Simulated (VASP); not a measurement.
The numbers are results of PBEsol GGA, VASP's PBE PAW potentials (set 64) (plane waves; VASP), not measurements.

Input for VASP

**KPOINTS**
```
kpoints
0
gamma
 12 12 12
0 0 0
```

INCAR:
```
SYSTEM  =  FeAl
PREC  =  Accurate; ENCUT  =  400; LREAL  =  .FALSE.
LASPH  =  .TRUE.
EDIFF  =  1E-6; NELM  =  100; ALGO  =  Normal
LMAXMIX  =  4
ISMEAR  =  1; SIGMA  =  0.1
GGA  =  PS
IBRION  =  2; NSW  =  60; ISIF  =  3
EDIFFG  =  -0.01
LWAVE  =  .FALSE.; LCHARG  =  .FALSE.
```

POSCAR:
```
FeAl
1.0
  2.8398307079   0.0000000000   0.0000000000
  0.0000000000   2.8398307079   0.0000000000
  0.0000000000   0.0000000000   2.8398307079
Al Fe
1 1
direct
  0.5000000000   0.5000000000   0.5000000000
  0.0000000000   1.0000000000   1.0000000000
```

POTCAR, in this order: Al Fe (PBE.64 set). Program: vasp_std.

The run wrote:

### OUTCAR
```
 ion  position               nearest neighbor table
   1  0.500  0.500  0.500-   2 2.46   2 2.46   2 2.46   2 2.46   2 2.46   2 2.46   2 2.46   2 2.46
  LATTYP: Found a simple cubic cell.
 ALAT       =     2.8398307079
 Subroutine PRICEL returns:
 Original cell was already a primitive cell.
 Subroutine GETGRP returns: Found 48 space group operations
The static configuration has the point symmetry O_h .
The dynamic configuration has the point symmetry O_h .
 Subroutine INISYM returns: Found 48 space group operations
 Subroutine IBZKPT returns following result:
 Found     84 irreducible k-points:

 Following reciprocal coordinates:
            Coordinates               Weight
  0.000000  0.000000  0.000000      1.000000
  0.083333  0.000000  0.000000      6.000000
  0.166667  0.000000  0.000000      6.000000
  0.250000  0.000000  0.000000      6.000000
  0.333333  0.000000  0.000000      6.000000
  0.416667  0.000000  0.000000      6.000000
  0.500000  0.000000  0.000000      3.000000
  0.083333  0.083333  0.000000     12.000000
  0.166667  0.083333  0.000000     24.000000
  0.250000  0.083333  0.000000     24.000000
  0.333333  0.083333  0.000000     24.000000
  0.416667  0.083333  0.000000     24.000000
  0.500000  0.083333  0.000000     12.000000
  0.166667  0.166667  0.000000     12.000000
  0.250000  0.166667  0.000000     24.000000
  0.333333  0.166667  0.000000     24.000000
  0.416667  0.166667  0.000000     24.000000
  0.500000  0.166667  0.000000     12.000000
  0.250000  0.250000  0.000000     12.000000
  0.333333  0.250000  0.000000     24.000000
  0.416667  0.250000  0.000000     24.000000
  0.500000  0.250000  0.000000     12.000000
  0.333333  0.333333  0.000000     12.000000
  0.416667  0.333333  0.000000     24.000000
  0.500000  0.333333  0.000000     12.000000
  0.416667  0.416667  0.000000     12.000000
  0.500000  0.416667  0.000000     12.000000
  0.500000  0.500000  0.000000      3.000000
  0.083333  0.083333  0.083333      8.000000
  0.166667  0.083333  0.083333     24.000000
  0.250000  0.083333  0.083333     24.000000
  0.333333  0.083333  0.083333     24.000000
  0.416667  0.083333  0.083333     24.000000
  0.500000  0.083333  0.083333     12.000000
  0.166667  0.166667  0.083333     24.000000
  0.250000  0.166667  0.083333     48.000000
  0.333333  0.166667  0.083333     48.000000
  0.416667  0.166667  0.083333     48.000000
  0.500000  0.166667  0.083333     24.000000
  0.250000  0.250000  0.083333     24.000000
   k-points           NKPTS =     84   k-points in BZ     NKDIM =     84   number of bands    NBANDS=      9
   number of dos      NEDOS =    301   number of ions     NIONS =      2
   total plane-waves  NPLWV =   8000
   dimension x,y,z NGX =    20 NGY =   20 NGZ =   20
   dimension x,y,z NGXF=    40 NGYF=   40 NGZF=   40
   ions per type =               1   1
   PREC   = accura    normal or accurate (medium, high low for compatibility)
   ISTART =      0    job   : 0-new  1-cont  2-samecut
   ICHARG =      2    charge: 1-file 2-atom 10-const
   ISPIN  =      1    spin polarized calculation?
   LNONCOLLINEAR =      F non collinear calculations
   LSORBIT =      F    spin-orbit coupling
   INIWAV =      1    electr: 0-lowe 1-rand  2-diag
   ENCUT  =  400.0 eV  29.40 Ry    5.42 a.u.   4.63  4.63  4.63*2*pi/ulx,y,z
   NELM   =    100;   NELMIN=  2; NELMDL= -5     # of ELM steps
   EDIFF  = 0.1E-05   stopping-criterion for ELM
   LREAL  =      F    real-space projection
   NLSPLINE    = F    spline interpolate recip. space projectors
   LMAXMIX     =    4 max onsite mixed and CHGCAR
   VOSKOWN=      0    Vosko Wilk Nusair interpolation
...
```

OSZICAR:
```
       N       E                     dE             d eps       ncg     rms          rms(c)
DAV:   1     0.255403848832E+02    0.25540E+02   -0.43726E+03  1536   0.101E+03
DAV:   2    -0.148576526397E+02   -0.40398E+02   -0.38707E+02  1537   0.170E+02
DAV:   3    -0.158553930988E+02   -0.99774E+00   -0.98292E+00  1774   0.359E+01
DAV:   4    -0.158737528697E+02   -0.18360E-01   -0.18342E-01  1962   0.443E+00
DAV:   5    -0.158740650661E+02   -0.31220E-03   -0.31218E-03  1885   0.491E-01    0.149E+01
DAV:   6    -0.177648071850E+02   -0.18907E+01   -0.78062E+01  1740   0.140E+02    0.179E+01
DAV:   7    -0.137649327321E+02    0.39999E+01   -0.37855E+01  1707   0.862E+01    0.262E+00
DAV:   8    -0.137278823714E+02    0.37050E-01   -0.23971E-01  1702   0.599E+00    0.152E+00
DAV:   9    -0.137106635061E+02    0.17219E-01   -0.55003E-02  1839   0.351E+00    0.392E-01
DAV:  10    -0.137101440719E+02    0.51943E-03   -0.11237E-03  2010   0.471E-01    0.191E-01
DAV:  11    -0.137101079145E+02    0.36157E-04   -0.51269E-05  1705   0.882E-02    0.744E-03
DAV:  12    -0.137101075875E+02    0.32691E-06   -0.13140E-06  1132   0.116E-02
   1 F= -.13710108E+02 E0= -.13710187E+02  d E =-.137101E+02
```

OUTCAR:
```
------------------------ aborting loop because EDIFF is reached ----------------------------------------
  FORCE on cell =-STRESS in cart. coord.  units (eV):
  Direction    XX          YY          ZZ          XY          YZ          ZX
  --------------------------------------------------------------------------------------
  Total       -0.0098152     -0.0098152     -0.0098152      0.0000000     -0.0000000      0.0000000
  in kB       -0.6866441     -0.6866441     -0.6866441      0.0000000     -0.0000000      0.0000000
  external PRESSURE =      -0.6866441 kB  Pullay stress =       0.0000000 kB
  volume of cell :       22.90
      direct lattice vectors                 reciprocal lattice vectors
     2.839830708  0.000000000  0.000000000     0.352133667  0.000000000  0.000000000
     0.000000000  2.839830708  0.000000000     0.000000000  0.352133667  0.000000000
     0.000000000  0.000000000  2.839830708     0.000000000  0.000000000  0.352133667
 POSITION                                       TOTAL-FORCE (eV/Angst)
 -----------------------------------------------------------------------------------
      1.41992      1.41992      1.41992         0.000000      0.000000      0.000000
      0.00000      0.00000      0.00000         0.000000      0.000000      0.000000
 -----------------------------------------------------------------------------------
    total drift:                               -0.000000      0.000000     -0.000000
  FREE ENERGIE OF THE ION-ELECTRON SYSTEM (eV)
  ---------------------------------------------------
  free  energy   TOTEN  =       -13.7101075875 eV

  energy  without entropy=      -13.7103453174  energy(sigma->0) =      -13.71018683

 reached required accuracy - stopping structural energy minimisation
```
(Selected blocks of OUTCAR.)

The compound is FeAl in the CsCl type structure. It was relaxed first, which changed the volume by -7 %. The start is the result of an earlier pass. The run is not spin-polarised, so no magnetic state was tried. The electron count is odd and the run is not spin-polarised, which forces a metal.
